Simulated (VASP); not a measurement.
These are PBE GGA, VASP's PBE PAW potentials (set 64) (plane waves; VASP) values and carry that method's errors.

Input for VASP

File KPOINTS_OPT:
```
k-points along high-symmetry lines
10
Line-mode
Reciprocal
  0.000000   0.000000   0.000000 ! GAMMA
 -0.500000  -0.500000   0.000000 ! X

 -0.500000  -0.500000   0.000000 ! X
 -0.375000  -0.375000   0.250000 ! U

 -0.375000   0.000000   0.375000 ! K
  0.000000   0.000000   0.000000 ! GAMMA

  0.000000   0.000000   0.000000 ! GAMMA
  0.000000   0.000000   0.500000 ! L

  0.000000   0.000000   0.500000 ! L
 -0.500000  -0.250000   0.250000 ! W

 -0.500000  -0.250000   0.250000 ! W
 -0.500000  -0.500000   0.000000 ! X
```

File KPOINTS:
```
Automatic mesh
0
Gamma
5 5 5
0 0 0
```

INCAR:
```
PREC = Accurate
LREAL = .False.   ! projection in real space or not
ENCUT = 300   ! plane-wave cut-off (eV)
LCHARG = .False.
SIGMA = 0.2   ! width (eV)
ALGO = Normal
ISMEAR = 0
ISIF = 2   ! forces and stress, cell fixed
LASPH = .True.   ! aspherical one-centre terms
SYSTEM = TiP
NELM = 100   ! most electronic steps
LMAXMIX = 4
GGA = PE
LWAVE = .False.
EDIFF = 1E-6
```

File POSCAR:
```
TiP
1
    0.0000000000     2.8548520000     2.8548520000
    2.8548520000     0.0000000000     2.8548520000
    2.8548520000     2.8548520000     0.0000000000
P Ti
1 1
Direct
  0.2500000000   0.2500000000   0.2500000000
  0.0000000000   0.0000000000   0.0000000000
```

POTCAR, in this order: P Ti_sv (PBE.64 set). Program: vasp_std.

At this cut-off the stress carries a Pulay error, which pulls relaxed volumes low.

Problem. What does the run give for the energy per atom (σ→0), pressure, band gap (over mesh and band path)?

Solution. 
* **energy per atom (σ→0)**: -7.070 eV/atom
* **band gap (over mesh and band path)**: none (metal, semimetal or under 0.01 eV)
* **pressure**: -6.28 GPa

### OSZICAR
```
...
DAV:  15    -0.141639328610E+02    0.68212E-06   -0.23214E-06   268   0.130E-02
   1 F= -.14163933E+02 E0= -.14139992E+02  d E =-.478809E-01
       N       E                     dE             ncg
       N       E                     dE             ncg
       N       E                     dE             ncg
       N       E                     dE             ncg
       N       E                     dE             ncg
       N       E                     dE             ncg
```

The structure was generated: TiP was put into an ordered model structure, which need not be its known phase. The cell was not relaxed at this level. The k-mesh is coarse (spacing up to 0.38 per Å, 2π included), so the numbers may not be converged in it. The electron count is odd and the run is not spin-polarised, which forces a metal.
